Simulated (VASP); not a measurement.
Level of theory: PBE GGA with D3 dispersion (Becke-Johnson damping), VASP's PBE PAW potentials (set 64) (plane waves; VASP).

VASP input:

INCAR:
```
SYSTEM = AuZn
PREC = Accurate; ENCUT = 520; LREAL = .False.
LASPH = .True.
EDIFF = 1E-7; NELM = 100; ALGO = Normal
LMAXMIX = 6
ISMEAR = 1; SIGMA = 0.1
GGA = PE; IVDW = 12
ISIF = 2
LWAVE = .False.; LCHARG = .False.
```

### POSCAR
```
AuZn
6.4015910
  0.4999999881   0.0000000000   0.0000000000
  0.0000000000   0.4999999881   0.0000000000
  0.0000000000   0.0000000000   0.4999999881
Zn Au
1 1
Cartesian
  0.2499999940   0.2499999940   0.2499999940
  0.0000000000   0.0000000000   0.0000000000
```

**KPOINTS**
```
Automatic mesh
0
Gamma
12 12 12
0 0 0
```

POTCAR, in this order: Zn Au (PBE.64 set). Program: vasp_std.

Problem. What will the output report for the number of irreducible k-points (NKPTS), largest plane-wave count, number of space-group operations, FFT grid (NGX, NGY, NGZ)?

Solution. 
```
Quantity                                      Result
--------------------------------------  ------------
number of irreducible k-points (NKPTS)            84
largest plane-wave count                         912
number of space-group operations                  48
FFT grid (NGX, NGY, NGZ)                24 × 24 × 24
```

The compound is AuZn in the CsCl type structure. This cell is one point of a volume scan, at 1.06 of the reference volume. The electron count is odd and the run is not spin-polarised, which forces a metal.
